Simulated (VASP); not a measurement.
# ScAl3: input slips in a relaxation and what they do, part 2 of 2

Some relaxations of ScAl3 get a fault in the input on purpose. Which of them show, and how? The starting structure is a computed structure from the Materials Project. The first relaxation on each setting starts from this cell expanded by 3 % in volume.

VASP 6.6.1.

Results so far: reference 16.88 Å³ an atom; the cell held fixed (ISIF = 2) 17.59 Å³ an atom; an ionic step far too long 16.89 Å³ an atom.

## 5. Relaxation with too few ionic steps (continued)

Level of this step: PBEsol; plane waves and PAW (Sc_sv, Al) (VASP).

Parts of OUTCAR (step 5):

```text
  Total        0.5537599      0.5537599      0.5537599     -0.0000000     -0.0000000      0.0000000
  in kB       13.3277641     13.3277641     13.3277641     -0.0000000     -0.0000000      0.0000000
  external PRESSURE =      13.3277641 kB  Pullay stress =       0.0000000 kB

 POSITION                                       TOTAL-FORCE (eV/Angst)
 -----------------------------------------------------------------------------------
      0.00000      0.00000      0.00000         0.000000      0.000000      0.000000
      2.02641      2.02641      0.00000         0.000000      0.000000      0.000000
      0.00000      2.02641      2.02641        -0.000000      0.000000      0.000000
      2.02641     -0.00000      2.02641         0.000000      0.000000      0.000000
 -----------------------------------------------------------------------------------
    total drift:                               -0.000000     -0.000000      0.000000

  FREE ENERGIE OF THE ION-ELECTRON SYSTEM (eV)
  ---------------------------------------------------
  free  energy   TOTEN  =       -20.7589367305 eV

  energy  without entropy=      -20.7615010966  energy(sigma->0) =      -20.75979152

[... 1 part as in an earlier step ...]

[... 2 further parts left out ...]
[key lines of the parts left out:]
E-fermi :   7.4516
```

The relaxation used up its 2 ionic steps (NSW) before forces and stress met EDIFFG.

## 6. Relaxation with too few electronic steps

A slip made on purpose: too few electronic steps. Against step 2 the input has NELM = 4 (also changed: NSW).

File INCAR:

```
SYSTEM = ScAl3
PREC = Accurate
ENCUT = 450
EDIFF = 1E-06
NELM = 4
ISMEAR = 1
SIGMA = 0.15
LREAL = .FALSE.
ALGO = Normal
GGA = PS
NBANDS = 16
LORBIT = 11
LWAVE = .FALSE.
LCHARG = .FALSE.
KPAR = 4
IBRION = 2
NSW = 30
ISIF = 3
EDIFFG = -0.006
```

File POSCAR:

```
ScAl3
1.0
    4.1282825347      0.0000000000      0.0000000000
    0.0000000000      4.1282825347      0.0000000000
    0.0000000000      0.0000000000      4.1282825347
Sc Al
1 3
Direct
    0.0000000000      0.0000000000      0.0000000000
    0.5000000000      0.5000000000      0.0000000000
    0.0000000000      0.5000000000      0.5000000000
    0.5000000000      0.0000000000      0.5000000000
```

File KPOINTS:

```
Automatic mesh
0
Gamma
10 10 10
0 0 0
```

Potentials, in the order of the species: Sc_sv and Al (PBE family, release 64).

Command:

```console
$ mpirun -np 4 vasp_std
```

The log of the run:

```text
[... set-up lines as in an earlier step ...]
 entering main loop
       N       E                     dE             d eps       ncg     rms          rms(c)
[... 4 cycles as in an earlier step ...]
 -----------------------------------------------------------------------------
|                                                                             |
|           W    W    AA    RRRRR   N    N  II  N    N   GGGG   !!!           |
|           W    W   A  A   R    R  NN   N  II  NN   N  G    G  !!!           |
|           W    W  A    A  R    R  N N  N  II  N N  N  G       !!!           |
|           W WW W  AAAAAA  RRRRR   N  N N  II  N  N N  G  GGG   !            |
|           WW  WW  A    A  R   R   N   NN  II  N   NN  G    G                |
|           W    W  A    A  R    R  N    N  II  N    N   GGGG   !!!           |
|                                                                             |
|     The electronic self-consistency was not achieved in the given           |
|     number of steps (NELM). The forces and other quantities evaluated       |
[...]
[... from here on, the cycles between the ionic steps are left out ...]
   2 F= -.26737513E+01 E0= -.26733113E+01  d E =0.191516E+02
[...]
|     The electronic self-consistency was not achieved in the given           |
   3 F= -.33971094E+02 E0= -.33971834E+02  d E =-.121458E+02
   4 F= -.17637201E+02 E0= -.17638099E+02  d E =0.418812E+01
   5 F= -.18890124E+02 E0= -.18890825E+02  d E =0.293520E+01
   6 F= -.20101281E+02 E0= -.20102002E+02  d E =0.172404E+01
   7 F= -.20449910E+02 E0= -.20450895E+02  d E =0.137541E+01
   8 F= -.20572437E+02 E0= -.20573461E+02  d E =0.125288E+01
   9 F= -.20621509E+02 E0= -.20622534E+02  d E =0.120381E+01
  10 F= -.20643116E+02 E0= -.20644139E+02  d E =0.118220E+01
  11 F= -.20653203E+02 E0= -.20654222E+02  d E =0.117212E+01
  12 F= -.20763162E+02 E0= -.20763875E+02  d E =-.109959E+00
  13 F= -.20670767E+02 E0= -.20670962E+02  d E =-.175642E-01
  14 F= -.20736736E+02 E0= -.20737196E+02  d E =-.835335E-01
  15 F= -.20749416E+02 E0= -.20749974E+02  d E =-.962133E-01
  16 F= -.20753314E+02 E0= -.20753910E+02  d E =-.100112E+00
  17 F= -.20755223E+02 E0= -.20755839E+02  d E =-.102020E+00
  18 F= -.20762841E+02 E0= -.20763631E+02  d E =-.761839E-02
  19 F= -.20763029E+02 E0= -.20763802E+02  d E =-.780650E-02
[...]
reached required accuracy - stopping structural energy minimisation
```

It took 79 s on 4 MPI ranks of AMD EPYC 7R43, shared host; peak memory 0.73 GiB.

Parts of OUTCAR (step 6):

```text
  Total        0.0191309      0.0191309      0.0191309      0.0000000     -0.0000000     -0.0000000
  in kB        0.4539711      0.4539711      0.4539711      0.0000000     -0.0000000     -0.0000000
  external PRESSURE =       0.4539711 kB  Pullay stress =       0.0000000 kB

 POSITION                                       TOTAL-FORCE (eV/Angst)
 -----------------------------------------------------------------------------------
      0.00000      0.00000      0.00000         0.000000      0.000000      0.000000
      2.03599      2.03599      0.00000         0.000000      0.000000      0.000000
      0.00000      2.03599      2.03599        -0.000000     -0.000000      0.000000
      2.03599      0.00000      2.03599         0.000000     -0.000000      0.000000
 -----------------------------------------------------------------------------------
    total drift:                               -0.000000     -0.000000      0.000000

  FREE ENERGIE OF THE ION-ELECTRON SYSTEM (eV)
  ---------------------------------------------------
  free  energy   TOTEN  =       -20.7630294818 eV

  energy  without entropy=      -20.7653477117  energy(sigma->0) =      -20.76380223

[... 2 parts as in an earlier step ...]

[... 2 further parts left out ...]
[key lines of the parts left out:]
E-fermi :   7.3220
```

Logs of long relaxations may skip ionic steps without a mark.

The search for the minimum reports success, but an electronic loop had used up its NELM cycles before it reached EDIFF, so the run counts as unconverged.

## 7. Comparison

| run | ended | volume (Å³/atom) | change (%) | bulk modulus (GPa) | pressure left (GPa) | core minutes |
| --- | --- | --- | --- | --- | --- | --- |
| reference | converged | 16.884 | - | 92.0 | 0.0 | 2.51 |
| the cell held fixed (ISIF = 2) | converged | 17.589 | 4.18 | - | -3.45 | 0.733 |
| an ionic step far too long | converged | 16.885 | 0.01 | - | 0.0 | 2.8 |
| too few ionic steps | not converged | - | - | - | - | 1.2 |
| too few electronic steps | not converged | - | - | - | - | 5.27 |

Core minutes are wall time times ranks, summed over the relaxations behind a row (those for a bulk modulus apart), on shared hosts.

## 8. Results

| Item | Value |
| --- | --- |
| volume of the reference | 16.88 Å³/atom |
| volume against the reference, the cell held fixed (ISIF = 2) | +4.18 % |
| volume against the reference, an ionic step far too long | +0.01 % |
| run with too few ionic steps | not converged |
| run with too few electronic steps | not converged |

The runs with too few ionic steps and too few electronic steps didn't converge. Finished, but with signs in the output that stand out against the reference: the cell held fixed (ISIF = 2), with the volume kept at the input's, +4.2 % from the reference (signs: a stress of up to 3.5 GPa); an ionic step far too long, with the volume changed by less than 0.1 % (signs: an energy that rises by up to 0.2 eV an atom on the way). The reference was restarted once and the runs with a slip weren't, so their cells may not have settled fully. Further runs on this material are not shown.

[Lines on the potential files, build, host, timing and source positions are cut from VASP's logs without a mark.]

[Logs are printed without paths, hosts, clocks, repeated set-up lines and the standing remarks that a program may print on its own settings, such as how far it seeks lower states.]

[Hosts, paths, dates, database ids (printed as entryN), source tags and the programs' standing remarks are cut or masked in the printed files.]
